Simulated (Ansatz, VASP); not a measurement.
# MoS2: VASP beside Ansatz, part 2 of 2

Wanted: the spread between two codes on one cell, functional and k mesh. The cell is taken from a series of runs on this material, whose earlier steps may have relaxed, scaled, displaced or heated it; both programs get it as it stands.

VASP 6.6.1 and Ansatz 0.2.0.

So far: Starting point; Ansatz: zone-centre phonons, LDA.

## Step 3: VASP: zone-centre phonons, LDA

Level of this step: LDA, no spin polarisation; plane waves and PAW (Mo_sv, S) (VASP).

The same cell, functional (in two slightly different forms), mesh and smearing now go to VASP, with its own data sets.

Lines of VASP's logs that name or quote its potential files are left out, and so is its time.

INCAR

```
SYSTEM = MoS2
PREC = Accurate
ENCUT = 500
EDIFF = 1E-08
NELM = 120
ISMEAR = 1
SIGMA = 0.2
LREAL = .FALSE.
ALGO = Normal
GGA = CA
NBANDS = 19
LASPH = .TRUE.
LORBIT = 11
LWAVE = .FALSE.
LCHARG = .FALSE.
ISIF = 2
IBRION = 8
GGA_COMPAT = .FALSE.
KPAR = 2
```

POSCAR

```
MoS2
1.0
    3.1429654521      0.0000000000      0.0000000000
   -1.5714827260      2.7218879247      0.0000000000
    0.0000000000      0.0000000000      5.7690804547
Mo S
1 2
Direct
    0.0000000000      0.0000000000      0.5000000000
    0.3333333333      0.6666666667      0.2286036968
    0.6666666667      0.3333333333      0.7713963032
```

KPOINTS

```
Automatic mesh
0
Gamma
15 15 8
0 0 0
```

PAW data sets: Mo_sv and S (LDA family, release 64).

The run is started by

```bash
$ mpirun -np 2 vasp_std
```

Numbers of over 12 decimals in the logs are rounded to 6 here.

What it wrote:

```text
[banner, memory and clock lines left out]
running    2 mpi-ranks, on    1 nodes
 distrk:  each k-point on    1 cores,    2 groups
 distr:  one band on    1 cores,    1 groups

 POSCAR found type information on POSCAR MoS
 POSCAR found :  2 types and       3 ions
 LDA part: xc-table for (Slater(with rela. corr.)+CA(PZ))
 , standard interpolation
 POSCAR, INCAR and KPOINTS ok, starting setup
 FFT: planning ... GRIDC
 FFT: planning ... GRID_SOFT
 FFT: planning ... GRID
 WAVECAR not read
 entering main loop
       N       E                     dE             d eps       ncg     rms          rms(c)
DAV:   1     0.204505295734E+03    0.20451E+03   -0.14635E+04  7528   0.127E+03
DAV:   2    -0.167306372108E+02   -0.22124E+03   -0.21670E+03  8605   0.344E+02
DAV:   3    -0.250324929143E+02   -0.83019E+01   -0.81896E+01  8765   0.636E+01
DAV:   4    -0.251362589792E+02   -0.10377E+00   -0.10354E+00  8775   0.723E+00
DAV:   5    -0.251376021286E+02   -0.13431E-02   -0.13429E-02  8781   0.814E-01    0.253E+01
DAV:   6    -0.241762459174E+02    0.96136E+00   -0.13527E+01  8143   0.224E+01    0.940E+00
DAV:   7    -0.238219174107E+02    0.35433E+00   -0.61767E+00  7988   0.146E+01    0.680E+00
DAV:   8    -0.236576292232E+02    0.16429E+00   -0.86577E-01  8167   0.570E+00    0.170E+00
DAV:   9    -0.236577354107E+02   -0.10619E-03   -0.24304E-02  8591   0.101E+00    0.488E-01
DAV:  10    -0.236565163205E+02    0.12191E-02   -0.98685E-03  8012   0.664E-01    0.867E-02
DAV:  11    -0.236564551077E+02    0.61213E-04   -0.52844E-04  8141   0.166E-01    0.484E-02
DAV:  12    -0.236564409276E+02    0.14180E-04   -0.49659E-05  8233   0.457E-02    0.244E-02
DAV:  13    -0.236564418128E+02   -0.88513E-06   -0.11190E-05  8238   0.202E-02    0.998E-03
DAV:  14    -0.236564414850E+02    0.32776E-06   -0.35909E-06  8102   0.122E-02    0.405E-03
DAV:  15    -0.236564414585E+02    0.26479E-07   -0.19176E-07  8238   0.363E-03    0.561E-04
DAV:  16    -0.236564414577E+02    0.78853E-09   -0.21099E-08  5545   0.101E-03
   1 F= -.23656441E+02 E0= -.23656634E+02  d E =0.576773E-03
 Linear response reoptimize wavefunctions to high precision
DAV:   1    -0.236564414579E+02   -0.19554E-09   -0.32684E-09  5294   0.468E-04
DAV:   2    -0.236564414580E+02   -0.52751E-10   -0.29010E-10  4305   0.132E-04
 Linear response DOF=           4
 Linear response progress:
  Degree of freedom:   1/  4
       N       E                     dE             d eps       ncg     rms          rms(c)
RMM:   1    -0.853566718478E+00   -0.85357E+00   -0.20969E-01 20262   0.263E+01
RMM:   2    -0.675042816710E+00    0.17852E+00   -0.25805E-01 27019   0.378E+00    0.140E-01
RMM:   3    -0.679602184252E+00   -0.45594E-02   -0.19802E-02 34143   0.863E-01    0.750E-02
RMM:   4    -0.678970434868E+00    0.63175E-03   -0.56465E-04 40416   0.160E-01    0.335E-02
RMM:   5    -0.678752183248E+00    0.21825E-03   -0.57524E-05 40643   0.426E-02    0.741E-03
RMM:   6    -0.678782995639E+00   -0.30812E-04   -0.93476E-06 39883   0.137E-02    0.210E-03
RMM:   7    -0.678797216291E+00   -0.14221E-04   -0.17839E-06 40874   0.520E-03    0.111E-03
RMM:   8    -0.678805676454E+00   -0.84602E-05   -0.15654E-06 38265   0.231E-03    0.447E-04
RMM:   9    -0.678805622779E+00    0.53675E-07   -0.46902E-07 40838   0.115E-03    0.659E-05
RMM:  10    -0.678805959762E+00   -0.33698E-06   -0.35183E-07 43428   0.525E-04    0.413E-05
RMM:  11    -0.678806825708E+00   -0.86595E-06   -0.14609E-07 38167   0.282E-04    0.110E-05
RMM:  12    -0.678807003245E+00   -0.17754E-06   -0.78936E-08 42231   0.150E-04    0.463E-06
RMM:  13    -0.678807038853E+00   -0.35608E-07   -0.55979E-08 42254   0.861E-05    0.279E-06
RMM:  14    -0.678807107612E+00   -0.68759E-07   -0.42946E-08 40341   0.591E-05    0.821E-07
RMM:  15    -0.678807104598E+00    0.30147E-08   -0.15787E-08 41775   0.409E-05    0.121E-06
 first order change of Fermi-energy   0.31042E-03
 force on displaced ion       1 direction 1 :  -7.109   0.000   0.000
 Linear response progress:
  Degree of freedom:   2/  4
       N       E                     dE             d eps       ncg     rms          rms(c)
RMM:   1    -0.968394683347E+00   -0.96839E+00    0.44764E-01  7836   0.271E+01
RMM:   2    -0.793378373238E+00    0.17502E+00   -0.27120E-01 10620   0.361E+00    0.196E-01
RMM:   3    -0.797227239949E+00   -0.38489E-02   -0.21548E-02 13216   0.839E-01    0.126E-01
RMM:   4    -0.796384326013E+00    0.84291E-03   -0.66609E-04 15464   0.170E-01    0.687E-02
RMM:   5    -0.795993149738E+00    0.39118E-03   -0.69673E-05 15758   0.478E-02    0.101E-02
RMM:   6    -0.796045347476E+00   -0.52198E-04   -0.43184E-06 14792   0.152E-02    0.282E-03
RMM:   7    -0.796066153129E+00   -0.20806E-04   -0.26738E-06 15302   0.563E-03    0.167E-03
RMM:   8    -0.796073225762E+00   -0.70726E-05   -0.51654E-07 14948   0.229E-03    0.968E-04
RMM:   9    -0.796078679676E+00   -0.54539E-05   -0.41434E-07 14892   0.119E-03    0.152E-04
RMM:  10    -0.796076625999E+00    0.20537E-05   -0.58452E-08 14846   0.492E-04    0.894E-05
RMM:  11    -0.796075781701E+00    0.84430E-06    0.16002E-08 15932   0.231E-04    0.263E-05
RMM:  12    -0.796076045132E+00   -0.26343E-06    0.53571E-08 15510   0.134E-04    0.109E-05
RMM:  13    -0.796076147950E+00   -0.10282E-06    0.17251E-08 16462   0.810E-05    0.532E-06
RMM:  14    -0.796076227457E+00   -0.79507E-07    0.19208E-08 16297   0.586E-05    0.188E-06
RMM:  15    -0.796076210725E+00    0.16732E-07   -0.88740E-09 14890   0.440E-05    0.115E-06
RMM:  16    -0.796076228408E+00   -0.17683E-07   -0.28087E-08 16083   0.382E-05    0.587E-07
RMM:  17    -0.796076235907E+00   -0.74989E-08   -0.22177E-08 14560   0.346E-05    0.163E-07
 first order change of Fermi-energy   0.61545E-03
 force on displaced ion       1 direction 3 :  -0.000  -0.000 -22.735
 Linear response progress:
  Degree of freedom:   3/  4
       N       E                     dE             d eps       ncg     rms          rms(c)
RMM:   1    -0.105840247746E+00   -0.10584E+00   -0.12954E-01 84618   0.179E+00
RMM:   2    -0.916271825095E-01    0.14213E-01   -0.99093E-03 54117   0.555E-01    0.128E-01
RMM:   3    -0.919795008284E-01   -0.35232E-03   -0.32963E-04 56160   0.104E-01    0.673E-02
RMM:   4    -0.922907241986E-01   -0.31122E-03   -0.87031E-05 57945   0.508E-02    0.144E-02
RMM:   5    -0.922834928102E-01    0.72314E-05   -0.26336E-06 58544   0.110E-02    0.558E-03
RMM:   6    -0.922655544237E-01    0.17938E-04   -0.36793E-07 59124   0.399E-03    0.204E-03
RMM:   7    -0.922743066967E-01   -0.87523E-05   -0.14974E-07 56437   0.139E-03    0.586E-04
RMM:   8    -0.922736949579E-01    0.61174E-06   -0.79385E-09 62063   0.384E-04    0.277E-04
RMM:   9    -0.922728929968E-01    0.80196E-06   -0.38623E-08 58850   0.135E-04    0.127E-04
RMM:  10    -0.922726192950E-01    0.27370E-06   -0.91239E-08 60848   0.632E-05    0.642E-06
RMM:  11    -0.922726461616E-01   -0.26867E-07   -0.36582E-08 65980   0.315E-05    0.274E-06
RMM:  12    -0.922726362081E-01    0.99534E-08   -0.61817E-09 61367   0.228E-05    0.686E-07
 first order change of Fermi-energy   0.93250E-05
 force on displaced ion       2 direction 1 :  -6.147  -0.003  -0.001
 Linear response progress:
  Degree of freedom:   4/  4
       N       E                     dE             d eps       ncg     rms          rms(c)
RMM:   1    -0.150541330234E+00   -0.15054E+00   -0.13706E-01 18404   0.193E+00
RMM:   2    -0.130347765482E+00    0.20194E-01   -0.11644E-02 11788   0.609E-01    0.364E-01
RMM:   3    -0.130530242224E+00   -0.18248E-03   -0.40802E-04 11508   0.126E-01    0.235E-01
RMM:   4    -0.130766044538E+00   -0.23580E-03   -0.21244E-04 11282   0.907E-02    0.681E-02
RMM:   5    -0.130771178807E+00   -0.51343E-05   -0.77775E-05 11202   0.559E-02    0.224E-02
RMM:   6    -0.130770928136E+00    0.25067E-06   -0.34685E-06 12839   0.125E-02    0.716E-03
RMM:   7    -0.130758863205E+00    0.12065E-04   -0.78536E-07 11734   0.395E-03    0.169E-03
RMM:   8    -0.130760937383E+00   -0.20742E-05   -0.64015E-08 12208   0.978E-04    0.105E-03
RMM:   9    -0.130765473524E+00   -0.45361E-05   -0.44349E-08 11796   0.620E-04    0.267E-04
RMM:  10    -0.130764958337E+00    0.51519E-06   -0.98712E-09 13041   0.194E-04    0.584E-05
RMM:  11    -0.130764725501E+00    0.23284E-06   -0.10292E-08 12486   0.649E-05    0.164E-05
RMM:  12    -0.130764820549E+00   -0.95048E-07   -0.45873E-08 12918   0.338E-05    0.676E-06
RMM:  13    -0.130764806288E+00    0.14261E-07    0.14384E-08 13202   0.215E-05    0.222E-06
RMM:  14    -0.130764800918E+00    0.53699E-08    0.12284E-09 11474   0.186E-05    0.128E-06
 first order change of Fermi-energy   0.38304E-01
 force on displaced ion       2 direction 3 :   0.000  -0.000 -14.318
 Linear response finished
```

From OUTCAR (step 3):

```text
ion  position               nearest neighbor table
   1  0.000  0.000  0.500-   2 2.40   3 2.40   2 2.40   3 2.40   3 2.40   2 2.40
   2  0.333  0.667  0.229-   1 2.40   1 2.40   1 2.40
   3  0.667  0.333  0.771-   1 2.40   1 2.40   1 2.40

  LATTYP: Found a hexagonal cell.
 ALAT       =     3.1429654521
 C/A-ratio  =     1.8355532514

 Subroutine GETGRP returns: Found 12 space group operations
 (whereof 12 operations were pure point group operations)

The static configuration has the point symmetry D_3d.

 Found    192 irreducible k-points:

   k-points           NKPTS =    192   k-points in BZ     NKDIM =    192   number of bands    NBANDS=     19

   dimension x,y,z NGX =    24 NGY =   24 NGZ =   42
   dimension x,y,z NGXF=    48 NGYF=   48 NGZF=   84

   ENCUT  =  500.0 eV  36.75 Ry    6.06 a.u.   5.73  5.73 10.52*2*pi/ulx,y,z

   NELECT =      26.0000    total number of electrons

 k-points in reciprocal lattice and weights: Automatic mesh
   0.00000000  0.00000000  0.00000000       0.001
   0.06666667  0.00000000  0.00000000       0.003
   0.13333333  0.00000000  0.00000000       0.003
   0.20000000 -0.00000000  0.00000000       0.003
   0.26666667  0.00000000  0.00000000       0.003
   0.33333333  0.00000000  0.00000000       0.003
   0.40000000 -0.00000000  0.00000000       0.003
   0.46666667  0.00000000  0.00000000       0.003
   0.06666667  0.06666667  0.00000000       0.003
[...]
0.33333333  0.26666667  0.50000000       0.007
   0.33333333  0.33333333  0.50000000       0.001

 average (electrostatic) potential at core
       1 -73.7261       2 -83.9215       3 -83.9215

  Total        0.0398017      0.0398017      0.0547293      0.0000000      0.0000000     -0.0000000
  in kB        1.2921002      1.2921002      1.7766985      0.0000000      0.0000000     -0.0000000
  external PRESSURE =       1.4536329 kB  Pullay stress =       0.0000000 kB

  energy-cutoff  :      500.00
  volume of cell :       49.35
      direct lattice vectors                 reciprocal lattice vectors
     3.142965452  0.000000000  0.000000000     0.318170853  0.183696028  0.000000000
    -1.571482726  2.721887925  0.000000000     0.000000000  0.367392056  0.000000000
     0.000000000  0.000000000  5.769080455     0.000000000  0.000000000  0.173337850

 POSITION                                       TOTAL-FORCE (eV/Angst)
 -----------------------------------------------------------------------------------
      0.00000      0.00000      2.88454         0.000000      0.000000      0.000000
     -0.00000      1.81459      1.31883         0.000000      0.000000     -0.016145
      1.57148      0.90730      4.45025        -0.000000     -0.000000      0.016145
 -----------------------------------------------------------------------------------
    total drift:                               -0.000000     -0.000000      0.000000

 Eigenvectors and eigenvalues of the dynamical matrix
 ----------------------------------------------------

   1 f  =   12.026558 THz    75.565095 2PiTHz  401.162805 cm-1    49.737826 meV
             X         Y         Z           dx          dy          dz
      0.000000  0.000000  2.884540     0.000000    0.000000   -0.632792
     -0.000000  1.814592  1.318833     0.000000   -0.000000    0.547528
      1.571483  0.907296  4.450247    -0.000000   -0.000000    0.547528

   2 f  =   11.468844 THz    72.060874 2PiTHz  382.559465 cm-1    47.431307 meV
             X         Y         Z           dx          dy          dz
      0.000000  0.000000  2.884540     0.000000    0.000000   -0.000000
     -0.000000  1.814592  1.318833     0.000000   -0.000000    0.707107
      1.571483  0.907296  4.450247    -0.000000   -0.000000   -0.707107

   3 f  =    8.161380 THz    51.279460 2PiTHz  272.234321 cm-1    33.752739 meV
             X         Y         Z           dx          dy          dz
      0.000000  0.000000  2.884540    -0.000000   -0.000000    0.000000
     -0.000000  1.814592  1.318833     0.628152    0.324692   -0.000000
      1.571483  0.907296  4.450247    -0.628152   -0.324692    0.000000

   4 f  =    8.161380 THz    51.279460 2PiTHz  272.234321 cm-1    33.752739 meV
             X         Y         Z           dx          dy          dz
      0.000000  0.000000  2.884540     0.000000   -0.000000    0.000000
     -0.000000  1.814592  1.318833    -0.324692    0.628152    0.000000
      1.571483  0.907296  4.450247     0.324692   -0.628152    0.000000

   5 f  =    6.723875 THz    42.247353 2PiTHz  224.284331 cm-1    27.807700 meV
             X         Y         Z           dx          dy          dz
      0.000000  0.000000  2.884540    -0.562217   -0.290614   -0.000000
     -0.000000  1.814592  1.318833     0.486343    0.251394    0.000000
      1.571483  0.907296  4.450247     0.486343    0.251394   -0.000000

   6 f  =    6.723875 THz    42.247353 2PiTHz  224.284331 cm-1    27.807700 meV
             X         Y         Z           dx          dy          dz
      0.000000  0.000000  2.884540    -0.290614    0.562217    0.000000
     -0.000000  1.814592  1.318833     0.251394   -0.486343   -0.000000
      1.571483  0.907296  4.450247     0.251394   -0.486343    0.000000

   7 f/i=    0.000690 THz     0.004337 2PiTHz    0.023026 cm-1     0.002855 meV
             X         Y         Z           dx          dy          dz
      0.000000  0.000000  2.884540    -0.449398    0.630474   -0.000000
     -0.000000  1.814592  1.318833    -0.259754    0.364417   -0.000000
      1.571483  0.907296  4.450247    -0.259754    0.364417   -0.000000

   8 f/i=    0.000690 THz     0.004337 2PiTHz    0.023026 cm-1     0.002855 meV
             X         Y         Z           dx          dy          dz
      0.000000  0.000000  2.884540     0.630474    0.449398   -0.000000
     -0.000000  1.814592  1.318833     0.364417    0.259754   -0.000000
      1.571483  0.907296  4.450247     0.364417    0.259754   -0.000000

   9 f/i=    0.002695 THz     0.016931 2PiTHz    0.089886 cm-1     0.011144 meV
             X         Y         Z           dx          dy          dz
      0.000000  0.000000  2.884540    -0.000000   -0.000000   -0.774322
     -0.000000  1.814592  1.318833    -0.000000   -0.000000   -0.447451
      1.571483  0.907296  4.450247    -0.000000   -0.000000   -0.447451

 ELASTIC MODULI CONTR FROM IONIC RELAXATION (kBar)
 Direction    XX          YY          ZZ          XY          YZ          ZX
 --------------------------------------------------------------------------------
 XX        -714.4868   -348.3738  -1047.9386     -0.0000   -483.5908     -0.0000
 YY        -348.3738   -714.4868  -1047.9386     -0.0000    483.5908      0.0000
 ZZ       -1047.9386  -1047.9386  -2066.4524     -0.0000     -0.0000      0.0000
 XY          -0.0000     -0.0000     -0.0000   -183.0565      0.0000   -427.2985
 YZ        -483.5908    483.5908     -0.0000      0.0000  -1277.5298     -0.0000
 ZX          -0.0000      0.0000      0.0000   -427.2985     -0.0000   -997.4191
 --------------------------------------------------------------------------------
```

## Step 4: Side by side

Known differences besides the potentials themselves: the two LDA forms differ slightly; the cutoff is 420 eV in Ansatz and 500 eV in VASP; VASP's log shows a relativistic correction to its local exchange, Ansatz's none. Total energies have different zeros and are not compared.

The two programs side by side:

```
                  quantity  Ansatz   VASP  difference
optical mode 1 to 2 (cm⁻¹)   221.2  224.3     -1.37 %
optical mode 3 to 4 (cm⁻¹)   272.3  272.2     +0.03 %
     optical mode 5 (cm⁻¹)   382.4  382.6     -0.05 %
     optical mode 6 (cm⁻¹)   400.6  401.2     -0.14 %
```

Modes are paired by rising frequency, not by their patterns, so a pair may set unlike modes beside each other; they are those without the splitting of longitudinal modes.

## Step 5: Summary of results

| Property | Result |
| --- | --- |
| r.m.s. difference of the optical zone-centre modes, each program's sorted by frequency (zone-centre phonons, LDA) | 1.8 cm⁻¹ |
| difference in optical mode 1 to 2 (zone-centre phonons, LDA) | -1.4 % |

**Reading.** The r.m.s. difference of the optical zone-centre modes, each program's sorted by frequency is 1.8 cm⁻¹ (zone-centre phonons, LDA). Among the rows given in per cent, the largest difference of the zone-centre phonons, LDA pair is in optical mode 1 to 2, -1.4 %. Such differences can come from data sets, numerical settings and the points named under the comparisons, not from the functional's error against experiment.

[Lines on the potential files, build, host, timing and source positions are cut from VASP's logs without a mark.]

[Logs are printed without paths, hosts, clocks, repeated set-up lines and the standing remarks that a program may print on its own settings, such as how far it seeks lower states.]

[Hosts, paths, dates, database ids (printed as entryN), source tags and the programs' standing remarks are cut or masked in the printed files.]
